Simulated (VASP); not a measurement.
NaCu3H4: single point with PBE

Crystal: NaCu3H4.

```
CELL_PARAMETERS angstrom
4.57679 0.00000 0.00000
0.00000 4.57679 0.00000
0.00000 0.00000 4.57679
ATOMIC_POSITIONS crystal
Na 0.00000 0.00000 0.00000
Cu 0.00000 0.50000 0.50000
Cu 0.50000 0.50000 0.00000
Cu 0.50000 0.00000 0.50000
H 0.73850 0.73850 0.26150
H 0.73850 0.26150 0.73850
H 0.26150 0.73850 0.73850
H 0.26150 0.26150 0.26150
```

The cell was built by a generator and needn't be a form met in nature.

The cell isn't the ideal one: species swapped into the Zn3CdSe4 type (P-43m, No. 215).

```yaml
Program: VASP 6.6.1
Task: single point
Functional: PBE
Potentials_or_basis: VASP PAW PBE potentials, release 64 (Na_pv, Cu, H)
Cutoff: 520 eV
k_mesh: 4 × 4 × 4
Occupations: gaussian, width 0.1 eV
Spin: no spin polarisation
```

```yaml
Pressure: -10.2 GPa
Largest_force: 0.857 eV/Å
Band_gap_on_the_k_mesh: 0.49 eV, indirect (least direct gap 1.53 eV)
```

Forces in eV/Å, atoms in the order of the input:
```
Na   0.000  0.000  0.000
Cu   0.000  0.000  0.000
Cu   0.000  0.000  0.000
Cu   0.000  0.000  0.000
H   -0.495 -0.495  0.495
H   -0.495  0.495 -0.495
H    0.495 -0.495 -0.495
H    0.495  0.495  0.495
```

Levels at points of the mesh, in eV from the valence-band top:
```tsv
k point	band 18	band 19	band 20	band 21	band 22	band 23	band 24	band 25	band 26	band 27
(0.00, 0.00, 0.00)	-1.24	-1.24	-0.96	-0.96	-0.96	2.30	2.30	5.40	7.59	7.59
(0.50, 0.00, 0.00)	-1.51	-1.35	-1.24	0.00	0.00	3.04	4.21	4.21	4.50	4.99
(0.50, 0.50, 0.00)	-1.54	-1.51	-0.94	-0.94	-0.91	3.01	3.01	3.61	4.61	5.72
(0.50, 0.50, 0.50)	-1.29	-1.29	-1.04	-1.04	-1.04	0.49	0.49	0.49	3.04	9.93
```

It took 28 s on 1 thread of Intel(R) Xeon(R) 6975P-C (Granite Rapids), with other jobs on the host, peak memory 0.2 GiB.

A k mesh can miss the band edges.
